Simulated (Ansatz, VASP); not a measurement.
RuC2 in VASP and in Ansatz

```
Ru C
1.0
     0.00000    4.27564    4.27564
     4.27564    0.00000    4.27564
     4.27564    4.27564    0.00000
Ru C
2 4
Direct
  0.50000 0.50000 0.50000
  0.75000 0.75000 0.75000
  0.62500 0.62500 0.62500
  0.62500 0.62500 0.12500
  0.62500 0.12500 0.62500
  0.12500 0.62500 0.62500
```

Alike in both runs: functional PBE; k mesh 8 × 8 × 8; occupations gaussian, width 0.1 eV; no spin polarisation.

Ansatz relaxed the structure, and its values are those at the end. VASP's run is a single point on that final structure, the one shown.

|  | VASP | Ansatz |
| --- | --- | --- |
| version | VASP 6.6.1 | Ansatz 0.2.0 |
| potentials or method | VASP PAW PBE potentials, release 64 (Ru_pv, C) | scalar-relativistic, plane waves, PAW |
| plane-wave cutoff (eV) | 520 | 420 |
| valence electrons in the cell | 44 | 48 |

```tsv
	VASP	Ansatz	Ansatz less VASP
gap on the k mesh at the Fermi level (eV)	none	none	-
pressure (GPa)	-0.1	0.0	+0.03
```

A gap of «none» marks a metal or a gap that the smearing closes. The two sets of potentials don't hold the same shells in valence. Ansatz warned: «xc_potential_rough_in_thin_density».
